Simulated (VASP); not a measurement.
Method: PBEsol GGA, VASP's PBE PAW potentials (set 64) (plane waves; VASP).

The input files of a VASP run:

### KPOINTS
```
Automatic
0
G
  12 12 3
```

File POSCAR:
```
Au3Pd
1.0
  0.0000000000   2.0233482305   2.0233482305
  2.0233482305   0.0000000000   2.0233482305
  8.0222679720   8.0222679720   0.0711249500
Pd Au
1 3
direct
  0.0000000000   0.0000000000   0.0000000000
  0.0080962464   0.0080962464   0.2439278152
  0.0000000000   0.0000000000   0.5000000000
  0.9919037536   0.9919037536   0.7560721848
```

INCAR:
```
# general
SYSTEM  = Au3Pd
PREC    = Accurate
ENCUT   = 400
LREAL   = .False.
LASPH   = .True.

# electronic loop
EDIFF   = 1E-6
NELM    = 100
ALGO    = Normal
LMAXMIX = 6

# smearing
ISMEAR  = 1
SIGMA   = 0.1

# functional
GGA     = PS

# ions
IBRION  = 2
NSW     = 60
ISIF    = 3
EDIFFG  = -0.02

# output
LWAVE   = .False.
LCHARG  = .False.
```

POTCAR, in this order: Pd Au (PBE.64 set). Program: vasp_std.

What VASP printed:

**OSZICAR**
```
       N       E                     dE             d eps       ncg     rms          rms(c)
DAV:   1     0.242482722764E+03    0.24248E+03   -0.18834E+04  2450   0.132E+03
DAV:   2    -0.138641515487E+02   -0.25635E+03   -0.24866E+03  2864   0.316E+02
DAV:   3    -0.198493006414E+02   -0.59851E+01   -0.58904E+01  2598   0.497E+01
DAV:   4    -0.199113449104E+02   -0.62044E-01   -0.61953E-01  2680   0.504E+00
DAV:   5    -0.199121988507E+02   -0.85394E-03   -0.85363E-03  2639   0.600E-01    0.186E+01
DAV:   6    -0.189209291802E+02    0.99127E+00   -0.16422E+01  2610   0.477E+01    0.167E+01
DAV:   7    -0.182047278851E+02    0.71620E+00   -0.15521E+01  2646   0.250E+01    0.839E+00
DAV:   8    -0.179043073580E+02    0.30042E+00   -0.18824E+00  2590   0.159E+01    0.345E+00
DAV:   9    -0.179007792131E+02    0.35281E-02   -0.77965E-02  2645   0.271E+00    0.904E-01
DAV:  10    -0.178951856365E+02    0.55936E-02   -0.50198E-02  2586   0.218E+00    0.292E-01
DAV:  11    -0.178942127434E+02    0.97289E-03   -0.28807E-03  2606   0.566E-01    0.129E-01
DAV:  12    -0.178941588857E+02    0.53858E-04   -0.23786E-03  2548   0.426E-01    0.111E-01
DAV:  13    -0.178940220293E+02    0.13686E-03   -0.77609E-04  2641   0.279E-01    0.246E-02
DAV:  14    -0.178940214014E+02    0.62797E-06   -0.52550E-05  2627   0.675E-02    0.148E-02
DAV:  15    -0.178940188844E+02    0.25170E-05   -0.73517E-06  1945   0.241E-02    0.260E-03
DAV:  16    -0.178940188262E+02    0.58170E-07   -0.40919E-07  1247   0.547E-03
   1 F= -.17894019E+02 E0= -.17892856E+02  d E =-.178940E+02
       N       E                     dE             d eps       ncg     rms          rms(c)
DAV:   1    -0.179022778459E+02   -0.82590E-02   -0.54291E-01  2461   0.471E+00    0.515E-01
DAV:   2    -0.178986160661E+02    0.36618E-02   -0.39546E-02  2646   0.146E+00    0.441E-01
DAV:   3    -0.178964283316E+02    0.21877E-02   -0.23605E-02  2620   0.138E+00    0.296E-01
DAV:   4    -0.178954584848E+02    0.96985E-03   -0.31330E-03  2589   0.433E-01    0.957E-02
DAV:   5    -0.178953694676E+02    0.89017E-04   -0.31358E-04  2586   0.144E-01    0.373E-02
DAV:   6    -0.178953682922E+02    0.11755E-05   -0.28712E-05  2622   0.601E-02    0.181E-02
DAV:   7    -0.178953689730E+02   -0.68085E-06   -0.39483E-06  1886   0.150E-02
   2 F= -.17895369E+02 E0= -.17894199E+02  d E =-.135015E-02
       N       E                     dE             d eps       ncg     rms          rms(c)
DAV:   1    -0.178967287936E+02   -0.13605E-02   -0.96100E-02  2459   0.198E+00    0.217E-01
DAV:   2    -0.178960862778E+02    0.64252E-03   -0.70393E-03  2648   0.617E-01    0.194E-01
DAV:   3    -0.178956954588E+02    0.39082E-03   -0.42476E-03  2620   0.580E-01    0.125E-01
DAV:   4    -0.178955191597E+02    0.17630E-03   -0.52829E-04  2592   0.177E-01    0.432E-02
DAV:   5    -0.178955038127E+02    0.15347E-04   -0.63993E-05  2547   0.548E-02    0.124E-02
DAV:   6    -0.178955043126E+02   -0.49989E-06   -0.41706E-06  2210   0.212E-02
   3 F= -.17895504E+02 E0= -.17894332E+02  d E =-.148549E-02
       N       E                     dE             d eps       ncg     rms          rms(c)
DAV:   1    -0.179019852898E+02   -0.64815E-02   -0.34907E-01  2452   0.391E+00    0.470E-01
DAV:   2    -0.178972194448E+02    0.47658E-02   -0.20928E-02  2518   0.107E+00    0.237E-01
DAV:   3    -0.178974335238E+02   -0.21408E-03   -0.15208E-02  2606   0.106E+00    0.376E-01
DAV:   4    -0.178962066351E+02    0.12269E-02   -0.39709E-03  2611   0.540E-01    0.139E-01
DAV:   5    -0.178961215450E+02    0.85090E-04   -0.65499E-04  2636   0.212E-01    0.372E-02
DAV:   6    -0.178961060957E+02    0.15449E-04   -0.72307E-05  2616   0.917E-02    0.145E-02
DAV:   7    -0.178961051965E+02    0.89924E-06   -0.10197E-05  2574   0.267E-02    0.871E-03
DAV:   8    -0.178961049945E+02    0.20193E-06   -0.16783E-06  1265   0.126E-02
   4 F= -.17896105E+02 E0= -.17894910E+02  d E =-.600682E-03
```

**OUTCAR**
```
------------------------ aborting loop because EDIFF is reached ----------------------------------------
  FORCE on cell =-STRESS in cart. coord.  units (eV):
  Direction    XX          YY          ZZ          XY          YZ          ZX
  --------------------------------------------------------------------------------------
  Total        0.0000503      0.0000503      0.0000503     -0.0074925      0.0074925      0.0074925
  in kB        0.0012342      0.0012342      0.0012342     -0.1837580      0.1837580      0.1837580
  external PRESSURE =       0.0012342 kB  Pullay stress =       0.0000000 kB
  volume of cell :       65.33
      direct lattice vectors                 reciprocal lattice vectors
     0.000000000  2.016844061  2.016844061    -0.248296859  0.247527295  0.248296859
     2.016844061 -0.000000000  2.016844061     0.247527295 -0.248296859  0.248296859
     8.042449692  8.042449692  0.024926551     0.062266606  0.062266606 -0.062266606
 POSITION                                       TOTAL-FORCE (eV/Angst)
 -----------------------------------------------------------------------------------
      8.04245      8.04245      0.02493         0.000000      0.000000      0.000000
      1.97206      1.97206      0.04478        -0.007205     -0.007205      0.007205
      4.02122      4.02122      0.01246         0.000000      0.000000      0.000000
      8.08723      8.08723      4.01383         0.007205      0.007205     -0.007205
 -----------------------------------------------------------------------------------
    total drift:                               -0.000000     -0.000000     -0.000000
  FREE ENERGIE OF THE ION-ELECTRON SYSTEM (eV)
  ---------------------------------------------------
  free  energy   TOTEN  =       -17.8961049945 eV

  energy  without entropy=      -17.8925196113  energy(sigma->0) =      -17.89490987

 reached required accuracy - stopping structural energy minimisation
```
(Selected blocks of OUTCAR.)

**CONTCAR**
```
Au3Pd
   1.00000000000000
     0.0000000000000000    2.0168440605917133    2.0168440605917133
     2.0168440605917133   -0.0000000000000000    2.0168440605917133
     8.0424496917110186    8.0424496917110186    0.0249265506558338
  Pd              Au
     1     3
Direct
     0.0000000000000000    0.0000000000000000    1.0000000000000000
     0.0096018136866054    0.0096018136866054    0.2427986397350495
     0.0000000000000000    0.0000000000000000    0.5000000000000000
     0.9903981863133946    0.9903981863133946    0.7572013602649504
```

File OUTCAR:
```
 val. band max:        9.4375615587   @ k =   0.4167   0.0000   0.3333

 cond. band min:       9.4596057649   @ k =   0.4167   0.3333  -0.0000


 Fermi energy:         9.4422938492

 k-point     1 :       0.0000    0.0000    0.0000
  band No.  band energies     occupation
      1      -0.2727      2.00000
      2       1.2901      2.00000
      3       1.6988      2.00000
      4       3.4927      2.00000
      5       4.6092      2.00000
      6       4.7151      2.00000
      7       4.7151      2.00000
      8       4.7162      2.00000
      9       4.8400      2.00000
     10       4.8400      2.00000
     11       5.0476      2.00000
     12       5.0476      2.00000
     13       6.0668      2.00000
     14       6.0668      2.00000
     15       6.3292      2.00000
     16       6.5777      2.00000
     17       6.5777      2.00000
     18       6.7478      2.00000
     19       6.7478      2.00000
     20       7.5757      2.00000
     21       7.5757      2.00000
     22       8.7028      2.00000
     23       8.7028      2.00000
     24       8.9434      2.00000
     25      13.6458      0.00000

 k-point     2 :       0.0833    0.0000    0.0000
  band No.  band energies     occupation
      1      -0.0338      2.00000
      2       1.4319      2.00000
      3       1.9435      2.00000
      4       3.6058      2.00000
      5       4.4077      2.00000
      6       4.5851      2.00000
      7       4.6868      2.00000
      8       4.8568      2.00000
      9       4.8783      2.00000
     10       4.9588      2.00000
     11       4.9923      2.00000
     12       5.1835      2.00000
     13       5.9726      2.00000
     14       6.0334      2.00000
     15       6.0929      2.00000
     16       6.5281      2.00000
     17       6.5334      2.00000
     18       6.7890      2.00000
     19       7.0060      2.00000
     20       7.3751      2.00000
     21       7.6509      2.00000
     22       8.2020      2.00000
     23       8.7054      2.00000
...
```

Unless said otherwise, spin-orbit coupling is left out, though it shifts the bands of the heavy elements here.

The structure was generated: Au3Pd was put into an ordered model structure (R-3m), which need not be its known phase. This run relaxes it. Symmetry was kept, so distortions that lower it aren't found. The start is the result of an earlier pass. The electron count is odd and the run is not spin-polarised, which forces a metal.
